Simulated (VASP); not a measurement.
Output of a VASP run:

**OSZICAR**
```
       N       E                     dE             d eps       ncg     rms          rms(c)
DAV:   1     0.860796618789E+03    0.86080E+03   -0.66288E+04  2694   0.125E+03
DAV:   2    -0.787345872409E+02   -0.93953E+03   -0.91749E+03  2399   0.313E+02
DAV:   3    -0.134875959091E+03   -0.56141E+02   -0.54079E+02  2644   0.621E+01
DAV:   4    -0.137433890653E+03   -0.25579E+01   -0.25242E+01  2868   0.115E+01
DAV:   5    -0.137508135474E+03   -0.74245E-01   -0.73819E-01  2804   0.186E+00    0.413E+01
DAV:   6    -0.131698201833E+03    0.58099E+01   -0.84401E+01  2366   0.257E+01    0.141E+01
DAV:   7    -0.132653939396E+03   -0.95574E+00   -0.61737E+01  2331   0.248E+01    0.150E+01
DAV:   8    -0.128420600376E+03    0.42333E+01   -0.18144E+01  2610   0.125E+01    0.689E+00
DAV:   9    -0.128162086195E+03    0.25851E+00   -0.49626E+00  2628   0.623E+00    0.427E+00
DAV:  10    -0.127868267551E+03    0.29382E+00   -0.14553E+00  2628   0.375E+00    0.134E+00
DAV:  11    -0.127844378249E+03    0.23889E-01   -0.13919E-01  2572   0.136E+00    0.101E+00
DAV:  12    -0.127834499567E+03    0.98787E-02   -0.23801E-02  2572   0.537E-01    0.442E-01
DAV:  13    -0.127828302880E+03    0.61967E-02   -0.10248E-02  2508   0.285E-01    0.153E-01
DAV:  14    -0.127827787533E+03    0.51535E-03   -0.19275E-03  2716   0.120E-01    0.924E-02
DAV:  15    -0.127826552581E+03    0.12350E-02   -0.27615E-03  2389   0.119E-01    0.492E-02
DAV:  16    -0.127826743817E+03   -0.19124E-03   -0.39052E-04  2684   0.654E-02    0.355E-02
DAV:  17    -0.127827503672E+03   -0.75986E-03   -0.13113E-04  2222   0.383E-02    0.244E-02
DAV:  18    -0.127828062490E+03   -0.55882E-03   -0.13430E-04  2172   0.263E-02    0.130E-02
DAV:  19    -0.127828458164E+03   -0.39567E-03   -0.40491E-05  2196   0.148E-02    0.959E-03
DAV:  20    -0.127828958272E+03   -0.50011E-03   -0.24168E-05  2012   0.125E-02    0.404E-03
DAV:  21    -0.127829147337E+03   -0.18906E-03   -0.10118E-05  1901   0.640E-03    0.237E-03
DAV:  22    -0.127829219652E+03   -0.72315E-04   -0.69994E-06  1829   0.424E-03    0.131E-03
DAV:  23    -0.127829244975E+03   -0.25323E-04   -0.28631E-06  1741   0.247E-03    0.569E-04
DAV:  24    -0.127829249517E+03   -0.45423E-05   -0.53314E-07  1540   0.112E-03    0.227E-04
DAV:  25    -0.127829251129E+03   -0.16114E-05   -0.18633E-07  1452   0.672E-04    0.145E-04
DAV:  26    -0.127829251633E+03   -0.50366E-06   -0.91828E-08  1380   0.452E-04
   1 F= -.12782925E+03 E0= -.12772757E+03  d E =-.203360E+00
```

### OUTCAR
```
------------------------ aborting loop because EDIFF is reached ----------------------------------------
  FORCE on cell =-STRESS in cart. coord.  units (eV):
  Direction    XX          YY          ZZ          XY          YZ          ZX
  --------------------------------------------------------------------------------------
  Total      -16.4234112    -17.0319555    -11.8291363      0.0000000      1.0163975      0.0000000
  in kB      -38.2678421    -39.6857981    -27.5628195      0.0000000      2.3682863      0.0000000
  external PRESSURE =     -35.1721533 kB  Pullay stress =       0.0000000 kB
  volume of cell :      687.61
      direct lattice vectors                 reciprocal lattice vectors
     4.585022000  0.000000000  0.000000000     0.218101462 -0.060581931  0.000000000
     2.292511000  8.253286000  0.000000000     0.000000000  0.121163861  0.000000000
     0.000000000  0.000000000 18.170700000     0.000000000  0.000000000  0.055033653
 POSITION                                       TOTAL-FORCE (eV/Angst)
 -----------------------------------------------------------------------------------
      4.35577      1.43902      7.80980         0.000000     -0.034900     -0.333975
      4.35577      3.37061      6.00000        -0.000000      0.734559      0.151916
      4.35577      5.88406      6.71951         0.000000     -0.213303      0.086728
      2.06326      7.17886      7.09021        -0.000000     -0.421873     -0.091499
      2.06326      0.80223      9.99031        -0.000000     -0.115925      0.635499
      2.06326      2.73382      8.18039         0.000000      0.115925     -0.635499
      2.06326      5.24727      8.90001        -0.000000     -0.106156     -0.086404
      4.35577      6.54207      9.27069         0.000000      0.106156      0.086404
      4.35577      0.16544     12.17070         0.000000     -0.734559     -0.151916
      4.35577      2.09703     10.36090        -0.000000      0.034900      0.333975
      4.35577      4.61048     11.08049         0.000000      0.421873      0.091499
      2.06326      5.90528     11.45119         0.000000      0.213303     -0.086728
      2.06326      0.18229      7.45001        -0.000000     -0.206625      1.436090
      2.06326      4.62733      6.35971         0.000000     -0.536791      1.350117
      6.64828      7.79879      9.63051        -0.000000     -0.619411     -0.554300
      4.35577      3.99055      8.54019         0.000000      0.619411      0.554300
      4.35577      7.16200     11.81099         0.000000      0.536791     -1.350117
      2.06326      3.35376     10.72069         0.000000      0.206625     -1.436090
 -----------------------------------------------------------------------------------
    total drift:                               -0.016728     -0.017005     -0.004676
  FREE ENERGIE OF THE ION-ELECTRON SYSTEM (eV)
  ---------------------------------------------------
  free  energy   TOTEN  =      -127.8292516326 eV

  energy  without entropy=     -127.6258911412  energy(sigma->0) =     -127.72757139
```
(Selected blocks of OUTCAR.)

POSCAR:
```
MoSi2
1
    4.5850220000     0.0000000000     0.0000000000
    2.2925110000     8.2532860000     0.0000000000
    0.0000000000     0.0000000000    18.1707000000
Si Mo
12 6
Direct
  0.8628220000   0.1743570000   0.4298020000
  0.7458020000   0.4083960000   0.3302020000
  0.5935330000   0.7129350000   0.3697990000
  0.0150910000   0.8698180000   0.3902000000
  0.4014000000   0.0972010000   0.5498030000
  0.2843800000   0.3312400000   0.4501970000
  0.1321110000   0.6357790000   0.4898000000
  0.5536690000   0.7926620000   0.5102000000
  0.9399780000   0.0200450000   0.6697980000
  0.8229580000   0.2540840000   0.5701980000
  0.6706890000   0.5586230000   0.6098000000
  0.0922470000   0.7155060000   0.6302010000
  0.4389560000   0.0220870000   0.4100010000
  0.1696670000   0.5606650000   0.3499980000
  0.9775340000   0.9449320000   0.5300020000
  0.7082450000   0.4835100000   0.4699980000
  0.5161120000   0.8677760000   0.6500020000
  0.2468230000   0.4063540000   0.5899990000
```

Question: Reconstruct the remaining input files.

Answer: Several could match; the one computed here: the input of the run itself, PBE GGA, plane waves, VASP's PBE PAW potentials (set 64).

File KPOINTS:
```
Automatic mesh
0
Gamma
6 6 1
0 0 0
```

**INCAR**
```
# general
SYSTEM  = MoSi2
PREC    = Accurate
ENCUT   = 450   # plane-wave cut-off (eV)
LREAL   = Auto
LASPH   = .TRUE.   # aspherical one-centre terms

# electronic loop
EDIFF   = 1E-6   # SCF stop (eV)
NELM    = 100   # most electronic steps
ALGO    = Normal   # blocked Davidson
LMAXMIX = 4

# smearing
ISMEAR  = 0
SIGMA   = 0.2   # width (eV)

# functional
GGA     = PE

# ions
ISIF    = 2   # forces and stress, cell fixed

# output
LWAVE   = .FALSE.
LCHARG  = .FALSE.

# other
LDIPOL  = .TRUE.
IDIPOL  = 3
DIPOL   = 0.5 0.5 0.5
```

POTCAR, in this order: Si Mo_sv (PBE.64 set). Program: vasp_std.

The cell holds a wide vacuum, so values per volume refer to the whole cell.

The cell is a sheet with vacuum, built from a generated structure.
